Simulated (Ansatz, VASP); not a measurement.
## Two plane-wave programs on Sc2GaP3

```
Sc Ga P
1.0
     4.80197    0.00000    0.00000
    -2.40098    4.15863    0.00000
     0.00000    0.00000    8.59841
Sc Ga P
2 1 3
Direct
  0.00000 0.00000 0.66890
  0.00000 0.00000 0.33110
  0.00000 0.00000 0.00000
  0.50000 0.00000 0.50000
  0.00000 0.50000 0.50000
  0.50000 0.50000 0.50000
```

Alike in both runs: functional PBE; k mesh 6 × 6 × 4; occupations gaussian, width 0.1 eV; no spin polarisation.

Ansatz relaxed the structure, and its values are those at the end. VASP's run is a single point on that final structure, the one shown.

|  | VASP | Ansatz |
| --- | --- | --- |
| version | VASP 6.6.1 | Ansatz 0.2.0 |
| potentials or method | VASP PAW PBE potentials, release 64 (Sc_sv, Ga_d, P) | scalar-relativistic, plane waves, PAW |
| plane-wave cutoff (eV) | 520 | 420 |
| valence electrons in the cell | 50 | 50 |

```csv
,VASP,Ansatz,Ansatz less VASP
gap on the k mesh at the Fermi level (eV),none,none,-
pressure (GPa),0.0,0.0,-0.01
rms of the force components (eV/Å),0.001,0.006,+0.0053
```

A gap of «none» marks a metal or a gap that the smearing closes. The functional is the same, so the differences come from potentials, cutoffs and numerics.
